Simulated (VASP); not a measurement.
Computed with HSEsol screened hybrid, VASP's PBE PAW potentials (set 64) (plane waves; VASP).

A VASP calculation is set up with these files.

**INCAR**
```
SYSTEM=AgCl
PREC=Accurate; ENCUT=520; LREAL=.FALSE.
LASPH=.TRUE.; ISYM=3
EDIFF=1E-6; NELM=60; ALGO=Normal
LMAXMIX=4
ISMEAR=0; SIGMA=0.05
GGA=PS; LHFCALC=.TRUE.; AEXX=0.25
HFSCREEN=0.2; PRECFOCK=Fast
ISIF=2
LWAVE=.FALSE.; LCHARG=.FALSE.
```

### KPOINTS
```
Automatic mesh
0
Gamma
6 6 6
0 0 0
```

File POSCAR:
```
AgCl
1.0
  0.0000000000   2.7164799719   2.7164799719
  2.7164799719   0.0000000000   2.7164799719
  2.7164799719   2.7164799719   0.0000000000
Ag Cl
1 1
Cartesian
  0.0000000000   0.0000000000   0.0000000000
  2.7164799719   2.7164799719   2.7164799719
```

POTCAR, in this order: Ag Cl (PBE.64 set). Program: vasp_std. Read from the step before: WAVECAR.

### Question
Estimate the energy per atom (σ→0), pressure, band gap (on the k-mesh).

### Answer

The energy per atom (σ→0) comes out as -343.8 kJ/mol-atom, the band gap (on the k-mesh) is 2.22 eV and the pressure is 1.36 GPa.

OSZICAR:
```
...
DAV:   1    -0.712530448420E+01   -0.71253E+01   -0.34582E-01   426   0.738E+00    0.753E-01
DAV:   2    -0.712729797890E+01   -0.19935E-02   -0.48400E-02   436   0.306E+00    0.737E-01
DAV:   3    -0.712739541220E+01   -0.97433E-04   -0.42157E-03   461   0.907E-01    0.471E-01
DAV:   4    -0.712749641212E+01   -0.10100E-03   -0.47102E-04   431   0.189E-01    0.263E-01
DAV:   5    -0.712748743917E+01    0.89730E-05   -0.10079E-05   436   0.607E-02    0.154E-01
DAV:   6    -0.712748524415E+01    0.21950E-05   -0.78659E-06   426   0.282E-02    0.924E-02
DAV:   7    -0.712748495975E+01    0.28440E-06   -0.14959E-06   218   0.123E-02
   1 F= -.71274850E+01 E0= -.71274850E+01  d E =-.456147E-12
```

The compound is AgCl in the rock salt structure. This cell is one point of a volume scan, at 0.91 of the reference volume. The cell's shape comes from a PBE relaxation.
